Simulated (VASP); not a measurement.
Input for VASP

File KPOINTS:
```
Regular mesh
0
gamma
 9 9 9
0 0 0
```

### POSCAR
```
Cu3Pd
3.6910850
  1.0000000000   0.0000000000   0.0000000000
  0.0000000000   1.0000000000   0.0000000000
  0.0000000000   0.0000000000   0.9897214505
Cu Pd
3 1
Cartesian
  0.0000000000   0.5000000000   0.4948607252
  0.5000000000   0.0000000000   0.4948607252
  0.5000000000   0.5000000000   0.0000000000
  0.0000000000   0.0000000000   0.0000000000
```

**INCAR**
```
# general
SYSTEM =Cu3Pd
PREC   =Accurate
ENCUT  =300
LREAL  =.False.
LASPH  =.True.

# electronic loop
EDIFF  =1E-6
NELM   =100
ALGO   =Normal
LMAXMIX=4

# smearing
ISMEAR =-1
SIGMA  =0.136

# ions
ISIF   =2

# output
LWAVE  =.False.
LCHARG =.False.
```

POTCAR, in this order: Cu Pd (LDA.64 set). Program: vasp_std.

Task: Translate this LDA calculation to Ansatz.

Result: One equivalent input (not run):
Ansatz 0.2 input:
```yaml
crystal:
  lattice:
    - [3.6910850, 0.0000000, 0.0000000]
    - [0.0000000, 3.6910850, 0.0000000]
    - [0.0000000, 0.0000000, 3.6531460]
  atoms:
    - { symbol: Cu, position: [0.0000000, 0.5000000, 0.5000000] }
    - { symbol: Cu, position: [0.5000000, 0.0000000, 0.5000000] }
    - { symbol: Cu, position: [0.5000000, 0.5000000, 0.0000000] }
    - { symbol: Pd, position: [0.0000000, 0.0000000, 0.0000000] }
kpoints:
  mp_grid: { grid: [9, 9, 9] }
hamiltonian:
  xc: lda
  pseudopotentials: { kind: paw }
scf:
  occupations: { method: fermi_dirac, width: 0.136 }
  max_iter: 100
output: { forces: true, stress: true, eigenvalues: true }
```
The two are equivalent in intent, not identical: each code has its own PAW files, so the cut-off isn't converted (ENCUT is set for VASP's; basis.ecutwfc is left out, and Ansatz then takes the one that its files recommend); Ansatz stops its SCF on the density residual and VASP on the energy change (EDIFF); Ansatz's lda is the Perdew-Wang form, while the LDA potentials of VASP carry Perdew-Zunger's.

The structure comes from a measured Cu3Pd entry of the Crystallography Open Database, whose conditions weren't checked. The cell was not relaxed at this level.
